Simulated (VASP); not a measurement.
These are PBE GGA, VASP's PBE PAW potentials (set 64) (plane waves; VASP) values and carry that method's errors.

VASP ran on this input.

### POSCAR
```
Na
1
   -2.1726000000     2.1726000000     2.1726000000
    2.1726000000    -2.1726000000     2.1726000000
    2.1726000000     2.1726000000    -2.1726000000
Na
1
Direct
  0.0000000000   0.0000000000   0.0000000000
```

KPOINTS:
```
Automatic mesh
0
Gamma
11 11 11
0 0 0
```

INCAR:
```
! general
SYSTEM=Na
PREC  =Accurate
ENCUT =400
LREAL =.FALSE.
LASPH =.TRUE.

! electronic loop
EDIFF =1E-6
NELM  =100
ALGO  =Normal

! smearing
ISMEAR=1
SIGMA =0.1

! functional
GGA   =PE

! ions
ISIF  =2

! output
LWAVE =.FALSE.
LCHARG=.FALSE.
```

POTCAR, in this order: Na_pv (PBE.64 set). Program: vasp_std.

Question: What does the run give for the energy per atom (σ→0), band gap (on the k-mesh)?

Answer: 
| Property | Value |
|---|---|
| energy per atom (σ→0) | -1.304 eV/atom |
| band gap (on the k-mesh) | none (metal, semimetal or under 0.01 eV) |

### OSZICAR
```
...
DAV:   3    -0.130122142609E+01   -0.36695E+00   -0.36695E+00  1029   0.261E+01
DAV:   4    -0.130455351265E+01   -0.33321E-02   -0.33321E-02   980   0.217E+00
DAV:   5    -0.130459384039E+01   -0.40328E-04   -0.40328E-04  1029   0.205E-01    0.205E-01
DAV:   6    -0.130444311287E+01    0.15073E-03   -0.54659E-04   959   0.375E-01    0.139E-01
DAV:   7    -0.130439892300E+01    0.44190E-04   -0.11672E-03   861   0.454E-01    0.148E-02
DAV:   8    -0.130438946869E+01    0.94543E-05   -0.54025E-05   980   0.163E-01    0.315E-03
DAV:   9    -0.130439016590E+01   -0.69721E-06   -0.25420E-07   525   0.740E-03
   1 F= -.13043902E+01 E0= -.13042944E+01  d E =-.287255E-03
```

The compound is Na in the bcc structure. The cell was not relaxed at this level.
